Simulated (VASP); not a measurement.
Crystal: Be3Se2S.

```
Be Se S
1.0
     5.57108    0.00000    0.00000
    -2.78554    4.82469    0.00000
     0.00000    0.00000    4.13258
Be Se S
3 2 1
Direct
  0.50000 0.00000 0.50000
  0.00000 0.50000 0.50000
  0.50000 0.50000 0.50000
  0.33333 0.66667 0.50000
  0.66667 0.33333 0.50000
  0.00000 0.00000 0.00000
```

The cell was built by a generator and needn't be a form met in nature.

| Property | Result |
| --- | --- |
| Program | VASP 6.6.1 |
| Task | relaxation of cell and atoms |
| Functional | PBE |
| Potentials or basis | VASP PAW PBE potentials, release 64 (Be, Se, S) |
| Cutoff | 520 eV |
| k mesh | 3 × 3 × 4 |
| Occupations | gaussian, width 0.15 eV |
| Spin | no spin polarisation |

At the start: pressure 61.2 GPa; volume 18.51 Å³/atom.

Q: Where does the relaxation end?

A: Over 10 steps the energy falls by 2108.6 meV/atom and the volume is 24.32 Å³/atom (+31.4 %); space group P6/mmm (No. 191, to 0.05 Å).

The path:
| step | energy change (eV) | largest force (eV/Å) | pressure (GPa) | volume (Å³) |
| --- | --- | --- | --- | --- |
| 1 | 0.0000 | 0.0000 | 61.17 | 111.08 |
| 2 | -8.4400 | 0.0000 | -6.46 | 251.90 |
| 3 | -12.3462 | 0.0000 | -1.30 | 174.01 |
| 4 | -12.3562 | 0.0000 | -0.82 | 172.62 |
| 5 | -12.3536 | 0.0000 | -0.44 | 171.26 |
| 6 | -12.3992 | 0.0000 | -0.41 | 168.20 |
| 7 | -12.5274 | 0.0000 | -0.33 | 158.99 |
| 8 | -12.6200 | 0.0000 | 0.85 | 140.57 |
| 9 | -12.6363 | 0.0000 | -0.05 | 149.30 |
| 10 | -12.6513 | 0.0000 | 0.28 | 145.95 |

Final structure:
```cif
data_structure
_symmetry_space_group_name_H-M 'P 1'
_symmetry_Int_Tables_number 1
_cell_length_a 6.9538
_cell_length_b 6.9538
_cell_length_c 3.4851
_cell_angle_alpha 90.000
_cell_angle_beta 90.000
_cell_angle_gamma 120.000
_cell_volume 145.95
loop_
_atom_site_label
_atom_site_type_symbol
_atom_site_fract_x
_atom_site_fract_y
_atom_site_fract_z
_atom_site_occupancy
Be1 Be 0.50000 0.00000 0.50000 1
Be2 Be 0.00000 0.50000 0.50000 1
Be3 Be 0.50000 0.50000 0.50000 1
Se1 Se 0.33333 0.66667 0.50000 1
Se2 Se 0.66667 0.33333 0.50000 1
S1 S 0.00000 0.00000 0.00000 1
```

Caveat: the k mesh is coarse (spacing up to 0.43 Å⁻¹), so the values aren't converged; the volume moved by over 15 % at a fixed basis, so the end points are rough.
